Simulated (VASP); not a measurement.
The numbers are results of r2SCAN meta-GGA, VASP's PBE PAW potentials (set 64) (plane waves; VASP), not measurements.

VASP input:

**KPOINTS_OPT**
```
k-points along high-symmetry lines
10
Line-mode
Reciprocal
  0.000000   0.000000   0.000000 ! GAMMA
  0.500000   0.000000   0.500000 ! X

  0.500000   0.000000   0.500000 ! X
  0.625000   0.250000   0.625000 ! U

  0.375000   0.375000   0.750000 ! K
  0.000000   0.000000   0.000000 ! GAMMA

  0.000000   0.000000   0.000000 ! GAMMA
  0.500000   0.500000   0.500000 ! L

  0.500000   0.500000   0.500000 ! L
  0.500000   0.250000   0.750000 ! W

  0.500000   0.250000   0.750000 ! W
  0.500000   0.000000   0.500000 ! X
```

File POSCAR:
```
Au
2.9171420
  0.0000000000   0.7071068465   0.7071068465
  0.7071068465   0.0000000000   0.7071068465
  0.7071068465   0.7071068465   0.0000000000
Au
1
direct
  0.0000000000   0.0000000000   0.0000000000
```

KPOINTS:
```
Automatic mesh
0
Gamma
17 17 17
0 0 0
```

INCAR:
```
SYSTEM = Au
PREC = Accurate
ENCUT = 520
EDIFF = 1E-7
NELM = 100
ALGO = Normal
LREAL = .FALSE.
LASPH = .TRUE.
ISMEAR = -5
METAGGA = R2SCAN
LMIXTAU = .TRUE.
LMAXMIX = 6
LWAVE = .FALSE.
LCHARG = .FALSE.
LORBIT = 11
NEDOS = 601
ISIF = 2
```

POTCAR, in this order: Au (PBE.64 set). Program: vasp_std.

The resulting files:

File OUTCAR:
```
 ion  position               nearest neighbor table
   1  0.000  0.000  0.000-
  LATTYP: Found a face centered cubic cell.
 ALAT       =     4.1254621610
 Subroutine PRICEL returns:
 Original cell was already a primitive cell.
 Subroutine GETGRP returns: Found 48 space group operations
The static configuration has the point symmetry O_h .
The dynamic configuration has the point symmetry O_h .
 Subroutine INISYM returns: Found 48 space group operations
 Subroutine IBZKPT returns following result:
 Found    165 irreducible k-points:

 Following reciprocal coordinates:
            Coordinates               Weight
  0.000000  0.000000  0.000000      1.000000
  0.058824  0.000000  0.000000      8.000000
  0.117647  0.000000  0.000000      8.000000
  0.176471  0.000000  0.000000      8.000000
  0.235294  0.000000  0.000000      8.000000
  0.294118  0.000000  0.000000      8.000000
  0.352941  0.000000  0.000000      8.000000
  0.411765  0.000000  0.000000      8.000000
  0.470588  0.000000  0.000000      8.000000
  0.058824  0.058824  0.000000      6.000000
...
```

### OSZICAR
```
       N       E                     dE             d eps       ncg     rms          rms(c)
DAV:   1    -0.647317540900E+01   -0.64732E+01   -0.59361E+03  3178   0.112E+03
DAV:   2    -0.541809258756E+02   -0.47708E+02   -0.45058E+02  3085   0.204E+02
DAV:   3    -0.545906115472E+02   -0.40969E+00   -0.40927E+00  3577   0.203E+01
DAV:   4    -0.545918848308E+02   -0.12733E-02   -0.12730E-02  3351   0.117E+00
DAV:   5    -0.545918951304E+02   -0.10300E-04   -0.10298E-04  3381   0.102E-01    0.891E+00
DAV:   6    -0.502797612836E+02    0.43121E+01   -0.52402E+00  3035   0.224E+01    0.654E+00
DAV:   7    -0.505514846881E+02   -0.27172E+00   -0.43755E-01  2978   0.496E+00    0.401E+00
DAV:   8    -0.505729288965E+02   -0.21444E-01   -0.85147E-02  3037   0.218E+00    0.469E-01
DAV:   9    -0.505944031340E+02   -0.21474E-01   -0.19404E-02  3049   0.108E+00    0.622E-02
DAV:  10    -0.505945802759E+02   -0.17714E-03   -0.18082E-03  3083   0.399E-01    0.542E-02
DAV:  11    -0.505949823791E+02   -0.40210E-03   -0.76479E-04  3175   0.245E-01    0.414E-02
DAV:  12    -0.505950911416E+02   -0.10876E-03   -0.98291E-05  3066   0.942E-02    0.164E-02
DAV:  13    -0.505951261112E+02   -0.34970E-04   -0.56022E-05  3223   0.703E-02    0.167E-03
DAV:  14    -0.505951249528E+02    0.11584E-05   -0.66061E-06  3151   0.189E-02    0.395E-03
DAV:  15    -0.505951260149E+02   -0.10621E-05   -0.10197E-06  3130   0.992E-03    0.126E-03
DAV:  16    -0.505951270882E+02   -0.10733E-05   -0.54498E-07  2851   0.530E-03    0.210E-04
DAV:  17    -0.505951272030E+02   -0.11488E-06   -0.19413E-08  1509   0.132E-03    0.767E-05
DAV:  18    -0.505951272492E+02   -0.46110E-07   -0.23416E-09  1510   0.464E-04
   1 F= -.50595127E+02 E0= -.50595127E+02  d E =0.000000E+00
       N       E                     dE             ncg
```

OUTCAR:
```
------------------------ aborting loop because EDIFF is reached ----------------------------------------
  FORCE on cell =-STRESS in cart. coord.  units (eV):
  Direction    XX          YY          ZZ          XY          YZ          ZX
  --------------------------------------------------------------------------------------
  Total        0.0120669      0.0120669      0.0120669      0.0000000      0.0000000      0.0000000
  in kB        1.1014102      1.1014102      1.1014102      0.0000000      0.0000000      0.0000000
  external PRESSURE =       1.1014102 kB  Pullay stress =       0.0000000 kB
  volume of cell :       17.55
      direct lattice vectors                 reciprocal lattice vectors
     0.000000000  2.062731080  2.062731080    -0.242397084  0.242397084  0.242397084
     2.062731080  0.000000000  2.062731080     0.242397084 -0.242397084  0.242397084
     2.062731080  2.062731080  0.000000000     0.242397084  0.242397084 -0.242397084
 POSITION                                       TOTAL-FORCE (eV/Angst)
 -----------------------------------------------------------------------------------
      0.00000      0.00000      0.00000         0.000000     -0.000000      0.000000
 -----------------------------------------------------------------------------------
    total drift:                               -0.000000      0.000000     -0.000000
  FREE ENERGIE OF THE ION-ELECTRON SYSTEM (eV)
  ---------------------------------------------------
  free  energy   TOTEN  =       -50.5951272492 eV

  energy  without entropy=      -50.5951272492  energy(sigma->0) =      -50.59512725

 total charge

# of ion       s       p       d       tot
------------------------------------------
    1        0.535   0.328   8.790   9.654
```
(Selected blocks of OUTCAR.)

For a metal the tetrahedron method with Blöchl corrections gives inexact stress and forces.

The compound is Au in the fcc structure. It was relaxed first.
